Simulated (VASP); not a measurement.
Calculation: PBE GGA with D3 dispersion (Becke-Johnson damping), VASP's PBE PAW potentials (set 64) (plane waves; VASP 6.6.1).

Input for VASP

### KPOINTS
```
Automatic mesh
0
Gamma
15 15 15
0 0 0
```

POSCAR:
```
MoSi2
7.7966740
 -0.2038367340   0.2038367340   0.4999999937
  0.2038367340  -0.2038367340   0.4999999937
  0.2038367340   0.2038367340  -0.4999999937
Si Mo
2 1
Direct
  0.6655014272   0.6655014272   1.0000000000
  0.3344985728   0.3344985728   0.0000000000
  1.0000000000   1.0000000000   1.0000000000
```

INCAR:
```
# general
SYSTEM =MoSi2
PREC   =Accurate
ENCUT  =520   # plane-wave cut-off (eV)
LREAL  =.FALSE.   # projection in real space or not
LASPH  =.TRUE.

# electronic loop
EDIFF  =1E-7   # SCF stop (eV)
NELM   =100   # most electronic steps
ALGO   =Normal   # blocked Davidson
LMAXMIX=4   # l cut-off of mixed one-centre charges

# smearing
ISMEAR =-5   # tetrahedra, Bloechl

# functional
GGA    =PE
IVDW   =12

# ions
ISIF   =2   # forces and stress, cell fixed

# output
LWAVE  =.FALSE.
LCHARG =.TRUE.
LORBIT =11   # lm-projected
NEDOS  =601   # DOS grid

# other
LEFG   =.TRUE.
```

POTCAR, in this order: Si Mo_sv (PBE.64 set). Program: vasp_std.

Output of the run:

File OSZICAR:
```
       N       E                     dE             d eps       ncg     rms          rms(c)
DAV:   1     0.124974188248E+03    0.12497E+03   -0.11496E+04  8648   0.140E+03
DAV:   2    -0.210292202444E+02   -0.14600E+03   -0.14470E+03 10600   0.340E+02
DAV:   3    -0.241002792707E+02   -0.30711E+01   -0.30501E+01 11510   0.446E+01
DAV:   4    -0.241151633500E+02   -0.14884E-01   -0.14888E-01  9837   0.363E+00
DAV:   5    -0.241152931680E+02   -0.12982E-03   -0.12988E-03 11734   0.316E-01    0.226E+01
DAV:   6    -0.233763126490E+02    0.73898E+00   -0.70092E+00 10089   0.184E+01    0.511E+00
DAV:   7    -0.232633948524E+02    0.11292E+00   -0.10115E+00  9754   0.650E+00    0.473E+00
DAV:   8    -0.232299320607E+02    0.33463E-01   -0.11155E-01 10397   0.283E+00    0.454E-01
DAV:   9    -0.232293029097E+02    0.62915E-03   -0.20596E-03 10565   0.415E-01    0.242E-01
DAV:  10    -0.232292695401E+02    0.33370E-04   -0.62249E-04 10446   0.236E-01    0.548E-02
DAV:  11    -0.232292520421E+02    0.17498E-04   -0.20660E-04 10460   0.116E-01    0.365E-02
DAV:  12    -0.232292543055E+02   -0.22634E-05   -0.26008E-05  9872   0.379E-02    0.667E-03
DAV:  13    -0.232292534418E+02    0.86367E-06   -0.55373E-07 10369   0.691E-03    0.138E-03
DAV:  14    -0.232292533540E+02    0.87834E-07   -0.11408E-08  5727   0.822E-04
   1 F= -.24997110E+02 E0= -.24997110E+02  d E =0.000000E+00
```

### OUTCAR
```
------------------------ aborting loop because EDIFF is reached ----------------------------------------
 Edisp (eV)   -1.76786
  FORCE on cell =-STRESS in cart. coord.  units (eV):
  Direction    XX          YY          ZZ          XY          YZ          ZX
  --------------------------------------------------------------------------------------
  Total       0.05535     0.05535    -0.00060     0.00000     0.00000    -0.00000
  in kB       2.25170     2.25170    -0.02423     0.00000     0.00000    -0.00000
  external pressure =        1.49 kB  Pullay stress =        0.00 kB
  volume of cell :       39.38
      direct lattice vectors                 reciprocal lattice vectors
    -1.589248564  1.589248564  3.898336951     0.000000000  0.314614096  0.128259821
     1.589248564 -1.589248564  3.898336951     0.314614096  0.000000000  0.128259821
     1.589248564  1.589248564 -3.898336951     0.314614096  0.314614096  0.000000000
 POSITION                                       TOTAL-FORCE (eV/Angst)
 -----------------------------------------------------------------------------------
      0.00000      0.00000      5.18870         0.000000      0.000000     -0.029946
      0.00000      0.00000      2.60798        -0.000000     -0.000000      0.029946
      0.00000      0.00000      0.00000         0.000000      0.000000      0.000000
 -----------------------------------------------------------------------------------
    total drift:                                0.000000     -0.000000     -0.000000
  FREE ENERGIE OF THE ION-ELECTRON SYSTEM (eV)
  ---------------------------------------------------
  free  energy   TOTEN  =       -24.9971102139 eV

  energy  without entropy=      -24.9971102139  energy(sigma->0) =      -24.99711021

 total charge

# of ion       s       p       d       tot
------------------------------------------
    1        0.741   0.892   0.000   1.633
    2        0.741   0.892   0.000   1.633
    3        2.291   6.217   4.220  12.728
--------------------------------------------------
tot          3.773   8.001   4.220  15.994

 Electric field gradients after diagonalization (V/A^2)
 (convention: |V_zz| > |V_xx| > |V_yy|)
----------------------------------------------------------------------
 ion       V_xx      V_yy      V_zz     asymmetry (V_yy - V_xx)/ V_zz
----------------------------------------------------------------------
   1       6.093     6.093   -12.186       0.000
   2       6.093     6.093   -12.186       0.000
   3      30.509    30.507   -61.016       0.000
```
(Selected blocks of OUTCAR.)

For a metal the tetrahedron method with Blöchl corrections gives inexact stress and forces.

The compound is MoSi2 in the MoSi2 type structure. It was relaxed first.
